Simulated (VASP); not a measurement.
Calculation: AM05 GGA, VASP's PBE PAW potentials (set 64) (plane waves; VASP).

VASP input:

### POSCAR
```
PtS2
1
    1.7769002415    -3.0776815697    -0.0000000000
    1.7769002415     3.0776815697     0.0000000000
    0.0000000000     0.0000000000     5.1259791933
Pt S
1 2
Direct
  0.0000000000   0.0000000000   0.0000000000
  0.3333330000   0.6666670000   0.2335134122
  0.6666670000   0.3333330000   0.7664865878
```

### INCAR
```
SYSTEM = PtS2
PREC = Accurate; ENCUT = 520; LREAL = .FALSE.
LASPH = .TRUE.
EDIFF = 1E-6; NELM = 100; ALGO = Normal
LMAXMIX = 6
ISMEAR = 0; SIGMA = 0.05
GGA = AM
IBRION = 2; NSW = 60; ISIF = 3
EDIFFG = -0.02
LWAVE = .FALSE.; LCHARG = .FALSE.
```

File KPOINTS:
```
Regular mesh
0
gamma
 7 7 4
0 0 0
```

POTCAR, in this order: Pt S (PBE.64 set). Program: vasp_std.

Energy and stress use the plane-wave basis of the starting cell. Without a dispersion term in the relaxation, distances and binding between the weakly bound layers, chains or molecules are unreliable, and so is what depends on them.

### Question
What does the run give for the energy per atom (σ→0), volume per atom?

### Answer

The energy per atom (σ→0) is -5.416 eV/atom. The volume per atom is 23.80 Å³/atom.

### OSZICAR
```
...
DAV:   2    -0.162497316327E+02    0.12897E-02   -0.40722E-03   994   0.614E-01    0.124E-01
DAV:   3    -0.162494826033E+02    0.24903E-03   -0.50730E-04  1057   0.191E-01    0.584E-02
DAV:   4    -0.162493911109E+02    0.91492E-04   -0.27231E-04  1099   0.105E-01    0.321E-02
DAV:   5    -0.162493916484E+02   -0.53750E-06   -0.23191E-05  1001   0.329E-02    0.100E-02
DAV:   6    -0.162493930319E+02   -0.13836E-05   -0.29805E-06   872   0.160E-02    0.506E-03
DAV:   7    -0.162493941062E+02   -0.10743E-05   -0.15526E-06   696   0.975E-03    0.193E-03
DAV:   8    -0.162493944577E+02   -0.35141E-06   -0.34611E-07   876   0.431E-03
  20 F= -.16249394E+02 E0= -.16249394E+02  d E =-.184364E-03
```

The compound is PtS2 in the 1T layered structure. This run relaxes it. Symmetry was kept, so distortions that lower it aren't found. The start is the result of an earlier pass.
